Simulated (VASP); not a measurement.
Data:

```yaml
crystal:
  lattice:
    - [3.10565, 0.00000, 0.00000]
    - [-1.55282, 2.68957, 0.00000]
    - [0.00000, 0.00000, 10.14416]
  atoms:
    - { symbol: Ta, position: [0.33333, 0.66667, 0.04987] }
    - { symbol: Ta, position: [0.66667, 0.33333, 0.54987] }
    - { symbol: Sb, position: [0.33333, 0.66667, 0.32513] }
    - { symbol: Sb, position: [0.66667, 0.33333, 0.82513] }
```

All values below come from PBEsol GGA, VASP's PBE PAW potentials (set 64) (plane waves; VASP). Numerical set-up: 400 eV cut-off, 13×13×4 Γ-centred mesh, tetrahedra with Blöchl corrections, potentials Ta_pv Sb.

The cores are frozen, which limits the accuracy of field gradients.

Give the principal components of the electric field gradient (V/Å²) and the asymmetry η at each nucleus.

```tsv
atom	Vxx	Vyy	Vzz	η
Ta1	-55.3	-55.3	110.6	0.00
Ta2	-55.3	-55.3	110.6	0.00
Sb3	155.9	155.9	-311.7	0.00
Sb4	155.9	155.9	-311.7	0.00
```

The structure was generated: TaSb was put into the wurtzite type (P6_3mc), which need not be its known phase. It was relaxed first, which changed the volume by -53 %.
